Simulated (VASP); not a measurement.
These are r2SCAN meta-GGA, VASP's PBE PAW potentials (set 64) (plane waves; VASP) values and carry that method's errors.

The input files of a VASP run:

**POSCAR**
```
SiNi
1
    5.1242363561    -0.0000000000     0.0000000000
   -0.0000000000     3.3254512717     0.0000000000
    0.0000000000     0.0000000000     5.5757218129
Ni Si
4 4
Direct
  0.5080555280   0.2500000000   0.6886843650
  0.0080555280   0.2500000000   0.8113156350
  0.4919444720   0.7500000000   0.3113156350
  0.9919444720   0.7500000000   0.1886843650
  0.6794405354   0.2500000000   0.0825069032
  0.1794405354   0.2500000000   0.4174930968
  0.3205594646   0.7500000000   0.9174930968
  0.8205594646   0.7500000000   0.5825069032
```

**KPOINTS**
```
Automatic mesh
0
Gamma
6 8 5
0 0 0
```

### INCAR
```
ALGO = Normal
EDIFF = 1E-6
EDIFFG = -0.02
ENCUT = 400
IBRION = 2
ISIF = 3
ISMEAR = 1
LASPH = .True.
LCHARG = .False.
LMAXMIX = 4
LMIXTAU = .True.
LREAL = .False.
LWAVE = .False.
METAGGA = R2SCAN
NELM = 100
NSW = 60
PREC = Accurate
SIGMA = 0.1
SYSTEM = SiNi
```

POTCAR, in this order: Ni Si (PBE.64 set). Program: vasp_std.

What VASP printed:

OSZICAR:
```
       N       E                     dE             d eps       ncg     rms          rms(c)
DAV:   1     0.293942472892E+03    0.29394E+03   -0.21768E+04  3960   0.171E+03
DAV:   2    -0.711425941598E+02   -0.36509E+03   -0.35754E+03  3960   0.378E+02
DAV:   3    -0.990967272814E+02   -0.27954E+02   -0.27426E+02  4521   0.128E+02
DAV:   4    -0.100073567912E+03   -0.97684E+00   -0.97044E+00  4850   0.222E+01
DAV:   5    -0.100106203401E+03   -0.32635E-01   -0.32614E-01  4966   0.378E+00    0.282E+01
DAV:   6    -0.102129405837E+03   -0.20232E+01   -0.20632E+02  4763   0.198E+02    0.350E+01
DAV:   7    -0.863240331031E+02    0.15805E+02   -0.51989E+01  4679   0.115E+02    0.818E+00
DAV:   8    -0.867816450948E+02   -0.45761E+00   -0.98603E+00  5844   0.267E+01    0.529E+00
DAV:   9    -0.865968575684E+02    0.18479E+00   -0.10634E+00  5395   0.136E+01    0.100E+00
DAV:  10    -0.866513809979E+02   -0.54523E-01   -0.16430E-01  4608   0.307E+00    0.447E-01
DAV:  11    -0.866527611243E+02   -0.13801E-02   -0.54422E-02  4498   0.241E+00    0.361E-01
DAV:  12    -0.866608058368E+02   -0.80447E-02   -0.15999E-02  4438   0.149E+00    0.119E-01
DAV:  13    -0.866605789392E+02    0.22690E-03   -0.12500E-03  4706   0.431E-01    0.448E-02
DAV:  14    -0.866608801172E+02   -0.30118E-03   -0.60571E-04  4292   0.259E-01    0.338E-02
DAV:  15    -0.866609327560E+02   -0.52639E-04   -0.15013E-04  5001   0.171E-01    0.139E-02
DAV:  16    -0.866609328723E+02   -0.11635E-06   -0.19914E-05  4759   0.542E-02    0.670E-03
DAV:  17    -0.866609373311E+02   -0.44588E-05   -0.71463E-06  4189   0.348E-02    0.328E-03
DAV:  18    -0.866609384386E+02   -0.11075E-05   -0.77634E-07  2131   0.112E-02    0.901E-04
DAV:  19    -0.866609385972E+02   -0.15861E-06   -0.14756E-07  2078   0.312E-03
   1 F= -.86660939E+02 E0= -.86661085E+02  d E =-.866609E+02
       N       E                     dE             d eps       ncg     rms          rms(c)
DAV:   1    -0.866611940325E+02   -0.25559E-03   -0.41877E-02  3969   0.117E+00    0.971E-02
DAV:   2    -0.866611511599E+02    0.42873E-04   -0.85334E-04  5586   0.326E-01    0.534E-02
DAV:   3    -0.866611058124E+02    0.45348E-04   -0.11767E-04  5616   0.107E-01    0.139E-02
DAV:   4    -0.866611155236E+02   -0.97112E-05   -0.56784E-05  4556   0.707E-02    0.928E-03
DAV:   5    -0.866611158955E+02   -0.37185E-06   -0.88784E-06  4213   0.427E-02
   2 F= -.86661116E+02 E0= -.86661238E+02  d E =-.177298E-03
```

### OUTCAR
```
------------------------ aborting loop because EDIFF is reached ----------------------------------------
  FORCE on cell =-STRESS in cart. coord.  units (eV):
  Direction    XX          YY          ZZ          XY          YZ          ZX
  --------------------------------------------------------------------------------------
  Total        0.0311611      0.0528958      0.0037324      0.0000000      0.0000000      0.0000000
  in kB        0.5254388      0.8919292      0.0629359      0.0000000      0.0000000      0.0000000
  external PRESSURE =       0.4934346 kB  Pullay stress =       0.0000000 kB
  volume of cell :       95.02
      direct lattice vectors                 reciprocal lattice vectors
     5.127243712 -0.000000000  0.000000000     0.195036565 -0.000000000  0.000000000
     0.000000000  3.325746261  0.000000000     0.000000000  0.300684394  0.000000000
     0.000000000  0.000000000  5.572222098     0.000000000  0.000000000  0.179461619
 POSITION                                       TOTAL-FORCE (eV/Angst)
 -----------------------------------------------------------------------------------
      2.60434      0.83144      3.83872        -0.007675      0.000000      0.000584
      0.04072      0.83144      4.51961        -0.007675      0.000000     -0.000584
      2.52290      2.49431      1.73350         0.007675     -0.000000     -0.000584
      5.08653      2.49431      1.05261         0.007675     -0.000000      0.000584
      3.48305      0.83144      0.46025         0.002338     -0.000000      0.005600
      0.91943      0.83144      2.32586         0.002338     -0.000000     -0.005600
      1.64420      2.49431      5.11197        -0.002338      0.000000     -0.005600
      4.20782      2.49431      3.24636        -0.002338      0.000000      0.005600
 -----------------------------------------------------------------------------------
    total drift:                                0.000000      0.000000     -0.000000
  FREE ENERGIE OF THE ION-ELECTRON SYSTEM (eV)
  ---------------------------------------------------
  free  energy   TOTEN  =       -86.6611158955 eV

  energy  without entropy=      -86.6614819014  energy(sigma->0) =      -86.66123790

 reached required accuracy - stopping structural energy minimisation
```
(Selected blocks of OUTCAR.)

**CONTCAR**
```
SiNi
   1.00000000000000
     5.1272437120729517   -0.0000000000000000    0.0000000000000000
     0.0000000000000000    3.3257462608512034    0.0000000000000000
     0.0000000000000000    0.0000000000000000    5.5722220983545734
  Ni              Si
     4     4
Direct
     0.5079415822019933    0.2500000000000000    0.6889026983624923
     0.0079415822019933    0.2500000000000000    0.8110973016375077
     0.4920584177980067    0.7500000000000000    0.3110973016375077
     0.9920584177980067    0.7500000000000000    0.1889026983624923
     0.6793215751197207    0.2500000000000000    0.0825978978038199
     0.1793215751197207    0.2500000000000000    0.4174021021961801
     0.3206784248802793    0.7500000000000000    0.9174021021961801
     0.8206784248802793    0.7500000000000000    0.5825978978038199
```

### OUTCAR
```
 val. band max:       10.6062980549   @ k =   0.0000   0.3750   0.4000

 cond. band min:      10.6464429707   @ k =   0.3333   0.1250   0.4000


 Fermi energy:        10.6442056519

 k-point     1 :       0.0000    0.0000    0.0000
  band No.  band energies     occupation
      1      -3.2052      2.00000
      2       0.3413      2.00000
      3       1.7449      2.00000
      4       2.3779      2.00000
      5       3.6650      2.00000
      6       4.1980      2.00000
      7       5.9338      2.00000
      8       6.3954      2.00000
      9       6.4208      2.00000
     10       6.4566      2.00000
     11       6.4904      2.00000
     12       6.5377      2.00000
     13       6.7513      2.00000
     14       7.1082      2.00000
     15       7.2873      2.00000
     16       7.4128      2.00000
     17       7.5767      2.00000
     18       7.7534      2.00000
     19       8.0661      2.00000
     20       8.1002      2.00000
     21       8.2158      2.00000
     22       8.3150      2.00000
     23       8.3993      2.00000
     24       8.5326      2.00000
     25       8.5646      2.00000
     26       9.3588      2.00000
     27       9.4745      2.00000
     28       9.5527      2.00000
     29      11.2529     -0.00000
     30      12.0634     -0.00000
     31      14.2182      0.00000
     32      14.8558      0.00000
     33      15.1561      0.00000

 k-point     2 :       0.1667    0.0000    0.0000
  band No.  band energies     occupation
      1      -3.0466      2.00000
      2       0.0136      2.00000
      3       1.8559      2.00000
      4       1.9281      2.00000
      5       3.9672      2.00000
      6       4.5622      2.00000
      7       5.4101      2.00000
      8       6.3023      2.00000
      9       6.3332      2.00000
     10       6.6251      2.00000
     11       6.6761      2.00000
     12       6.6937      2.00000
     13       6.9171      2.00000
     14       7.0089      2.00000
     15       7.3150      2.00000
...
```

The structure was generated: SiNi was put into the MnP type (Pnma), a phase also known from measurement. This run relaxes it. Symmetry was kept, so distortions that lower it aren't found. The start is the result of an earlier pass. The run is not spin-polarised, so no magnetic state was tried.
